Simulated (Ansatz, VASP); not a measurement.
**Ti3Si13O32 (amorphous 81SiO2-19TiO2 (mol %)) in two plane-wave programs**

Wanted: the spread between two codes on one cell, functional and k mesh. Of the first pair: The structure shown is the start of the Ansatz relaxation below; VASP solves that cell, so the two are compared at the walk's first step.

Main program and level: Ansatz 0.2.0; plane waves, with VASP 6.6.1 beside it; PBE.

### 1. Set-up

The cell holds 96 atoms: 26 Si, 6 Ti and 64 O. Cell: a = 11.518 Å, b = 11.655 Å, c = 11.253 Å, α = 85.6°, β = 88.9°, γ = 91.3°. As first built, before any earlier steps moved the atoms or strained the cell (in the runner's words): 96 atoms (26 Si, 6 Ti, 64 O) placed at random at 2.42 g/cm^3, melted at 5000 K for 10 ps at fixed volume with the Morse and Coulomb pair potential with partial charges (Pedone, Malavasi, Menziani, Cormack and Segre, J. Phys. Chem. B 110, 11780 (2006)). Quenched from 5000 K to 300 K at 50 K/ps and fixed volume, held 5 ps, then minimised at fixed cell.

### 2. Ansatz: relaxation, PBE

Ansatz runs on its default PAW (the set named soft_2) files.

The two programs are compared at the cell with which this relaxation starts, whose forces are those of its first step.

Contents of input.yaml:

```yaml
crystal:
  lattice:
    - [11.51697, -0.13358, 0.11493]
    - [-0.13492, 11.64605, 0.44216]
    - [0.11608, 0.44216, 11.24417]
  atoms:
    - { symbol: Si, position: [0.28106, 0.61464, 0.77556] }
    - { symbol: Si, position: [0.94249, 0.45043, 0.68493] }
    - { symbol: Si, position: [0.67512, 0.85553, 0.25024] }
    - { symbol: Si, position: [0.74872, 0.24371, 0.70223] }
    - { symbol: Si, position: [0.06271, 0.51078, 0.91948] }
    - { symbol: Si, position: [0.43428, 0.76742, 0.60996] }
    - { symbol: Si, position: [0.75507, 0.40195, 0.17843] }
    - { symbol: Si, position: [0.15126, 0.29562, 0.07812] }
    - { symbol: Si, position: [0.54587, 0.52281, 0.57757] }
    - { symbol: Si, position: [0.99488, 0.37739, 0.28452] }
    - { symbol: Si, position: [0.35603, 0.04935, 0.78039] }
    - { symbol: Si, position: [0.24753, 0.90532, 0.24755] }
    - { symbol: Si, position: [0.79133, 0.62417, 0.54864] }
    - { symbol: Si, position: [0.93273, 0.58841, 0.15648] }
    - { symbol: Si, position: [0.67873, 0.25662, 0.97225] }
    - { symbol: Si, position: [0.66972, 0.77857, 0.70928] }
    - { symbol: Si, position: [0.13052, 0.75983, 0.45301] }
    - { symbol: Si, position: [0.88613, 0.7492, 0.33208] }
    - { symbol: Si, position: [0.18627, 0.49991, 0.56699] }
    - { symbol: Si, position: [0.51414, 0.15541, 0.57689] }
    - { symbol: Si, position: [0.32805, 0.30628, 0.4424] }
    - { symbol: Si, position: [0.08486, 0.19367, 0.42533] }
    - { symbol: Si, position: [0.50991, 0.43793, 0.3161] }
    - { symbol: Si, position: [0.45937, 0.95728, 0.40142] }
    - { symbol: Si, position: [0.80229, 0.02118, 0.06615] }
    - { symbol: Si, position: [0.03857, 0.07955, 0.18528] }
    - { symbol: Ti, position: [0.54002, 0.54722, 0.85042] }
    - { symbol: Ti, position: [0.85619, 0.98082, 0.79276] }
    - { symbol: Ti, position: [0.40151, 0.18238, 0.00989] }
    - { symbol: Ti, position: [0.11215, 0.98173, 0.62863] }
[... 60 atom lines left out ...]
    - { symbol: O, position: [0.13257, 0.97751, 0.20633] }
    - { symbol: O, position: [0.74957, 0.74724, 0.59415] }
    - { symbol: O, position: [0.44788, 0.03897, 0.06358] }
    - { symbol: O, position: [0.69616, 0.28386, 0.82888] }
    - { symbol: O, position: [0.38915, 0.59048, 0.86668] }
    - { symbol: O, position: [0.02045, 0.31953, 0.41822] }
kpoints:
  mp_grid: { grid: [1, 1, 1] }
hamiltonian:
  xc: pbe
scf:
  occupations: { method: fermi_dirac, width: 0.025 }
output:
  forces: true
  eigenvalues: true
  stress: true
relax:
  f_tol: 0.05
  max_steps: 70
```

On the command line:

```bash
ansatz run input.yaml --threads 4 --pin off --max-ram 8192MiB --backend cpu --events-out ev --progress --plain --runs-dir out
```

Numbers of over 12 decimals in the logs are rounded to 6 here.

Log:

```text
Warning: output.stress: scf.convergence.dr2_threshold = 1e-7 eV (the SCF's general default) is looser than the 9.6e-9 eV advised for a printed stress (1e-10 eV for each atom of the cell: 96). What an SCF threshold leaves in a stress goes as its square root, and in the free energy as the threshold itself, and one threshold admits the most on a small cell: [figures from the program's tests cut] Every solve of this run  [...]
Engine: ansatz 0.2.0, aarch64-unknown-linux-gnu
Pseudopotentials: kind: paw
Pseudopotential: Si, paw, valence charge 4, recommended cutoff 420 eV (normal), Si.paw.azcp
Pseudopotential: Ti, paw, valence charge 12, recommended cutoff 420 eV (normal), Ti.paw.azcp
Pseudopotential: O, paw, valence charge 6, recommended cutoff 420 eV (normal), O.paw.azcp
Functional definition: PBE
  parameter kappa = 0.804
  parameter beta = 0.066725
  exchange = pbe_x(kappa = kappa, mu = beta*pi^2/3)
  correlation = pbe_c(beta = beta)
Crystal: 96 atoms, lattice volume = 1505.526 Å³
Basis set: ecut = 420 eV, 29393 PW (Γ), exchange–correlation on 160×160×160 points (8 copies of the dense FFT grid, shifted against one another)
Bands: 376, of which v1, the nominal top of the filled ones, is band 280 counted from 1 (279 counted from 0)
Symmetry: 1 space group operations
Space group: P1 (ITA 1), of the structure as read, at distance tolerance 1.1e-4 Å
k-points: 1
Non-local potential: Si, projectors of the file, l = 0: 2, l = 1: 2, l = 2: 2
Non-local potential: Ti, projectors of the file, l = 0: 3, l = 1: 2, l = 2: 3, l = 3: 1
Non-local potential: O, projectors of the file, l = 0: 2, l = 1: 2, l = 2: 1
PAW form: soft (Blöchl's): semilocal exchange-correlation on the pseudo side does not see the compensation charge
PAW one-centre angular grid: Si, 110 points (default); XC on 64 Gauss nodes
PAW one-centre angular grid: Ti, 590 points (default); XC on 64 Gauss nodes
PAW one-centre angular grid: O, 110 points (default); XC on 64 Gauss nodes
Initial density: superposition of atomic densities (neutral atoms: chi_scale 0, normalization atom), corrected by the library's trained network
Initial wavefunctions: pseudopotential atomic-orbital guess
Functional: x = pbe(κ = 0.804, μ = 0.219515), c = pbe(β = 0.066725)
SCF iter   1: F=—  HF=-67950.563648 eV  |F-HF|=—  |Δ(HF+E_count)|=         —  Δρ=2.51e-3  dr2=1.42e-1  ethr=1.77e-3  ⟨swp⟩=5.0  Hψ=1521  notcnv=0  defer=65
preconditioner: auto → Resta (q_TF=auto, 2.314 Å⁻¹)  ε∞=3.3  [insulator: Δε(μ)=3.719 eV  Ē_g=14.286 eV  σ=0.025 eV  W_gap=1.00  n_scr=312 (ndim 8)  ℏωp=21.7 eV  f_vac=0.255  D(μ)=0.00/eV (n_scr^D=0)  ε∞_Penn≈3.3  vacuum switching on, ρ_ref=1.5e-2 e/Å³]
SCF iter   2: F=—  HF=-67950.571795 eV  |F-HF|=—  |Δ(HF+E_count)|=   8.15e-3  Δρ=1.61e-3  dr2=3.27e-2  ethr=2.53e-5  ⟨swp⟩=2.0  Hψ=634  notcnv=0  defer=91
SCF iter   3: F=—  HF=-67950.571528 eV  |F-HF|=—  |Δ(HF+E_count)|=   2.66e-4  Δρ=8.65e-4  dr2=1.33e-2  ethr=5.85e-6  ⟨swp⟩=2.0  Hψ=556  notcnv=0  defer=91
SCF iter   4: F=—  HF=-67950.571048 eV  |F-HF|=—  |Δ(HF+E_count)|=   4.80e-4  Δρ=3.56e-4  dr2=2.08e-3  ethr=2.38e-6  ⟨swp⟩=2.0  Hψ=575  notcnv=0  defer=91
SCF iter   5: F=—  HF=-67950.570937 eV  |F-HF|=—  |Δ(HF+E_count)|=   1.12e-4  Δρ=1.54e-4  dr2=3.54e-4  ethr=3.71e-7  ⟨swp⟩=2.0  Hψ=568  notcnv=0  defer=91
SCF iter   6: F=-67950.570974 eV  HF=-67950.570978 eV  |F-HF|=3.77e-6  |Δ(HF+E_count)|=   4.12e-5  Δρ=6.42e-5  dr2=5.64e-5  ethr=1.12e-8  ⟨swp⟩=13.0  Hψ=2499  notcnv=0
SCF 1 converged in 6 iterations: F = -67950.570974 eV  dr2 = 5.64e-5
  greatest PAW one-centre occupation: 0.999 electrons in one spin orbital (limit 2), on the Ti atom at site 27 (counted from 0), in its partial waves of l = 0
relax step   1: F+E_penalty+E_count = -67950.57097409 eV  Δ(F+E_penalty+E_count) = +0.000e0 eV  max|allowed force component| = 3.959e-1 eV/Å  Δτ_max = 0.0000 Å  (6 SCF iters, dr2 threshold 6.25e-5 eV, accepted)
Initial density: handed on by an earlier stage of this run
Initial wavefunctions: those handed on with the density
[...]
--- Relaxed structure (6 steps of the walk, 5 accepted, 0 SCFs on fresh bases) ---
  F+E_penalty+E_count = -67950.65501390 eV   max|allowed force component| = 1.434e-2 eV/Å
  atoms:
    - { symbol: Si, position: [0.280238, 0.614437, 0.775317] }
    - { symbol: Si, position: [0.941607, 0.450223, 0.684753] }
    - { symbol: Si, position: [0.676964, 0.856357, 0.251268] }
    - { symbol: Si, position: [0.746837, 0.244098, 0.702869] }
    - { symbol: Si, position: [0.063304, 0.511192, 0.918938] }
    - { symbol: Si, position: [0.434657, 0.766864, 0.610287] }
    - { symbol: Si, position: [0.754746, 0.402622, 0.179531] }
    - { symbol: Si, position: [0.151619, 0.295581, 0.076534] }
    - { symbol: Si, position: [0.546600, 0.522534, 0.578593] }
    - { symbol: Si, position: [0.993839, 0.376292, 0.282911] }
    - { symbol: Si, position: [0.355006, 0.049144, 0.780579] }
    - { symbol: Si, position: [0.249455, 0.904638, 0.248174] }
    - { symbol: Si, position: [0.790143, 0.623391, 0.548942] }
    - { symbol: Si, position: [0.932658, 0.587886, 0.155968] }
    - { symbol: Si, position: [0.678854, 0.255932, 0.974094] }
    - { symbol: Si, position: [0.668314, 0.778749, 0.708717] }
    - { symbol: Si, position: [0.129438, 0.759904, 0.453521] }
    - { symbol: Si, position: [0.886686, 0.748542, 0.332599] }
    - { symbol: Si, position: [0.184302, 0.499507, 0.566827] }
    - { symbol: Si, position: [0.512810, 0.155808, 0.576932] }
    - { symbol: Si, position: [0.328067, 0.307347, 0.441356] }
    - { symbol: Si, position: [0.087236, 0.193735, 0.422753] }
    - { symbol: Si, position: [0.511135, 0.438868, 0.317307] }
    - { symbol: Si, position: [0.461016, 0.956528, 0.401488] }
    - { symbol: Si, position: [0.804991, 0.021613, 0.066715] }
    - { symbol: Si, position: [0.042047, 0.078469, 0.183352] }
    - { symbol: Ti, position: [0.538333, 0.549120, 0.850918] }
    - { symbol: Ti, position: [0.854537, 0.981240, 0.790910] }
    - { symbol: Ti, position: [0.400940, 0.182513, 0.010544] }
    - { symbol: Ti, position: [0.112122, 0.982138, 0.629285] }
    - { symbol: Ti, position: [0.557267, 0.642817, 0.119892] }
    - { symbol: Ti, position: [0.408552, 0.894538, 0.019467] }
    - { symbol: O, position: [0.652760, 0.726258, 0.212213] }
    - { symbol: O, position: [0.513135, 0.069833, 0.465032] }
    - { symbol: O, position: [0.351337, 0.981894, 0.310496] }
    - { symbol: O, position: [0.268021, 0.517116, 0.679783] }
    - { symbol: O, position: [0.925246, 0.719183, 0.196207] }
    - { symbol: O, position: [0.897034, 0.574258, 0.627839] }
    - { symbol: O, position: [0.157602, 0.607208, 0.854131] }
    - { symbol: O, position: [0.483712, 0.647771, 0.562706] }
    - { symbol: O, position: [0.910587, 0.034946, 0.158618] }
    - { symbol: O, position: [0.862946, 0.334037, 0.244751] }
    - { symbol: O, position: [0.000782028, 0.574076, 0.028877] }
    - { symbol: O, position: [0.080928, 0.171276, 0.070877] }
    - { symbol: O, position: [0.258543, 0.420443, 0.480906] }
    - { symbol: O, position: [0.568318, 0.904416, 0.326692] }
    - { symbol: O, position: [0.407881, 0.338815, 0.319338] }
    - { symbol: O, position: [0.342976, 0.156499, 0.866526] }
    - { symbol: O, position: [0.864606, 0.970557, 0.950393] }
    - { symbol: O, position: [0.738636, 0.352757, 0.050224] }
    - { symbol: O, position: [0.846889, 0.345504, 0.663425] }
    - { symbol: O, position: [0.584323, 0.538712, 0.00655826] }
    - { symbol: O, position: [0.228320, 0.212281, 0.412017] }
    - { symbol: O, position: [0.701597, 0.940359, 0.130329] }
    - { symbol: O, position: [0.636317, 0.394853, 0.263816] }
    - { symbol: O, position: [0.240000, 0.035224, 0.701184] }
[...]
- { symbol: O, position: [0.293381, 0.852846, 0.124654] }
    - { symbol: O, position: [0.798689, 0.536906, 0.149781] }
    - { symbol: O, position: [0.137150, 0.978364, 0.205010] }
    - { symbol: O, position: [0.747125, 0.746124, 0.593866] }
    - { symbol: O, position: [0.444120, 0.038347, 0.064725] }
    - { symbol: O, position: [0.695575, 0.282755, 0.830469] }
    - { symbol: O, position: [0.387881, 0.590129, 0.865824] }
    - { symbol: O, position: [0.021047, 0.318339, 0.416165] }
```

The column dr2 measures how far the density is from self-consistency, as an energy; F and HF (Harris–Foulkes) agree once it is small.

### 3. VASP: single point, PBE, start cell, pair 1

The same cell, functional, mesh and smearing now go to VASP, with its own data sets.

Lines of VASP's logs that name or quote its potential files are left out, and so is its time.

Contents of INCAR:

```
SYSTEM = Ti3Si13O32
PREC = Accurate
ENCUT = 520
EDIFF = 1E-06
NELM = 120
ISMEAR = -1
SIGMA = 0.025
LREAL = Auto
ALGO = Normal
GGA = PE
NBANDS = 352
LASPH = .TRUE.
LORBIT = 11
LWAVE = .FALSE.
LCHARG = .FALSE.
ISIF = 2
GGA_COMPAT = .FALSE.
EFERMI = MIDGAP
NCORE = 2
```

Contents of POSCAR:

```
Ti3Si13O32
1.0
   11.5169700000     -0.1335800000      0.1149300000
   -0.1349200000     11.6460500000      0.4421600000
    0.1160800000      0.4421600000     11.2441700000
Si Ti O
26 6 64
Direct
    0.2810635231      0.6146395440      0.7755599878
    0.9424931259      0.4504314965      0.6849341903
    0.6751237785      0.8555293394      0.2502387612
    0.7487182831      0.2437063043      0.7022299225
    0.0627059248      0.5107844064      0.9194760285
    0.4342840573      0.7674201019      0.6099574500
    0.7550700777      0.4019532677      0.1784295452
    0.1512564734      0.2956163537      0.0781210500
    0.5458721168      0.5228072282      0.5775702852
    0.9948788829      0.3773891165      0.2845200845
    0.3560285389      0.0493472111      0.7803921745
    0.2475313102      0.9053206953      0.2475464732
    0.7913302962      0.6241704703      0.5486371332
    0.9327299675      0.5884057803      0.1564839241
    0.6787257547      0.2566170295      0.9722485753
    0.6697170417      0.7785682747      0.7092811361
    0.1305231249      0.7598311841      0.4530109400
    0.8861301298      0.7492012947      0.3320823342
    0.1862670036      0.4999103095      0.5669917825
    0.5141371297      0.1554088270      0.5768940396
    0.3280523888      0.3062765063      0.4423958121
    0.0848623462      0.1936683045      0.4253328074
    0.5099077933      0.4379293856      0.3160981593
    0.4593708135      0.9572834558      0.4014197633
    0.8022924547      0.0211763015      0.0661524341
    0.0385714037      0.0795488592      0.1852776741
    0.5400216916      0.5472167784      0.8504209680
    0.8561894601      0.9808169589      0.7927592805
    0.4015082120      0.1823760068      0.0098909289
    0.1121461768      0.9817341720      0.6286304332
[... 60 atom lines left out ...]
    0.1325726321      0.9775139858      0.2063332237
    0.7495676952      0.7472419219      0.5941524983
    0.4478762374      0.0389672988      0.0635792418
    0.6961624854      0.2838640953      0.8288808064
    0.3891530145      0.5904810827      0.8666791349
    0.0204536690      0.3195341746      0.4182224236
```

Contents of KPOINTS:

```
Automatic mesh
0
Gamma
1 1 1
0 0 0
```

Potentials, in the order of the species: Si, Ti_sv and O (PBE family, release 64).

On the command line:

```bash
mpirun -np 8 vasp_gam
```

Log:

```text
[banner, memory and clock lines left out]
running    8 mpi-ranks, on    1 nodes
[...]
LDA part: xc-table for (Slater+PW92), standard interpolation
 POSCAR, INCAR and KPOINTS ok, starting setup
[...]
entering main loop
       N       E                     dE             d eps       ncg     rms          rms(c)
DAV:   1     0.659236763482E+04    0.65924E+04   -0.32092E+05   712   0.161E+03
DAV:   2    -0.178135874855E+02   -0.66102E+04   -0.62910E+04   856   0.429E+02
DAV:   3    -0.853027631519E+03   -0.83521E+03   -0.82783E+03   816   0.172E+02
DAV:   4    -0.900707404750E+03   -0.47680E+02   -0.47540E+02  1056   0.407E+01
[...]
DAV:  19    -0.770203924431E+03    0.17671E-05   -0.23030E-05   864   0.133E-02    0.691E-03
DAV:  20    -0.770203923313E+03    0.11174E-05   -0.30378E-06   616   0.567E-03    0.518E-03
DAV:  21    -0.770203922765E+03    0.54807E-06   -0.11888E-06   520   0.439E-03
   1 F= -.77020392E+03 E0= -.77020392E+03  d E =0.000000E+00
```

Parts of OUTCAR (step 3):

```text
  Total      -23.7883515     -5.7563244     -5.9237852     -0.7149768     -0.1952832     -0.3783840
  in kB      -25.3155132     -6.1258682     -6.3040796     -0.7608768     -0.2078200     -0.4026755
  external PRESSURE =     -12.5818203 kB  Pullay stress =       0.0000000 kB

 POSITION                                       TOTAL-FORCE (eV/Angst)
 -----------------------------------------------------------------------------------
      3.24410      7.46350      9.02460        -0.007807     -0.028647      0.290859
     10.87340      5.42270      8.00900         0.148750     -0.109841     -0.166758
[...]
3.13160      6.29280      7.90030        -0.126627     -0.037372     -0.119235
     10.58280      8.34730      2.62630        -0.040516      0.002602      0.015861
     10.35630      6.85080      7.40490        -0.221238      0.036399     -0.141039
      1.82690      7.42100      9.88500         0.130569     -0.099553     -0.064291
      5.54060      7.73550      6.65440         0.025890     -0.060355      0.043962
     10.43850      0.39210      1.93370         0.176272      0.073631     -0.088685
      9.93090      3.88590      3.00250         0.138807      0.165214      0.007400
     -0.06220      6.70320      0.58470        -0.038191     -0.039257      0.029014
      0.88800      2.02700      0.90500         0.054372      0.044623      0.018581
      2.98850      5.07810      5.61520        -0.011739     -0.007382      0.049465
      6.43600     10.60030      4.12560         0.004819      0.002767      0.000957
[...]
-----------------------------------------------------------------------------------
    total drift:                                0.037439      0.001465      0.009766

  FREE ENERGIE OF THE ION-ELECTRON SYSTEM (eV)
  ---------------------------------------------------
  free  energy   TOTEN  =      -770.2039227653 eV

  energy  without entropy=     -770.2039227653  energy(sigma->0) =     -770.20392277

[... 3 further parts left out ...]
[key lines of the parts left out:]
E-fermi :   1.5014
```

The run ends at a pressure of -1.26 GPa, with forces up to 0.40 eV/Å.

### 4. Side by side

Known differences besides the potentials themselves: the cutoff is 420 eV in Ansatz and 520 eV in VASP (PREC = Accurate, projectors in real space). Total energies have different zeros and are not compared.

Forces on 9 of the 96 atoms, those with the largest forces and the largest differences (eV/Å; atoms numbered as in POSCAR):

| atom | Ansatz x, y, z | VASP x, y, z |
| --- | --- | --- |
| Si9 | 0.396, 0.105, -0.058 | 0.378, 0.079, -0.096 |
| Si11 | -0.067, 0.020, -0.319 | -0.062, 0.015, -0.349 |
| Si14 | -0.222, -0.175, -0.048 | -0.210, -0.132, -0.104 |
| Si15 | -0.337, 0.002, 0.126 | -0.323, 0.017, 0.111 |
| Si17 | -0.272, 0.048, -0.228 | -0.271, 0.013, -0.215 |
| Si22 | 0.334, 0.102, -0.049 | 0.323, 0.089, -0.041 |
| Ti27 | -0.256, 0.232, -0.011 | -0.256, 0.158, -0.001 |
| O52 | -0.036, 0.022, -0.033 | 0.005, -0.029, -0.008 |
| O90 | 0.354, 0.089, 0.030 | 0.357, 0.102, 0.032 |

The forces differ by 19 meV/Å r.m.s., which is 16.4 % of the r.m.s. force of 0.116 eV/Å (both taken over all components).

### 5. Ansatz: relaxation, PBE

This run makes the geometry at which the two programs are then compared.

The structure compared here is the end of the Ansatz relaxation.

This is the run of step 2 again, met here at its other cell.

[end of part 1 of 2]

[Lines on the potential files, build, host, timing and source positions are cut from VASP's logs without a mark.]

[Logs are printed without paths, hosts, clocks, repeated set-up lines and the standing remarks that a program may print on its own settings, such as how far it seeks lower states.]

[Hosts, paths, dates, database ids (printed as entryN), source tags and the programs' standing remarks are cut or masked in the printed files.]
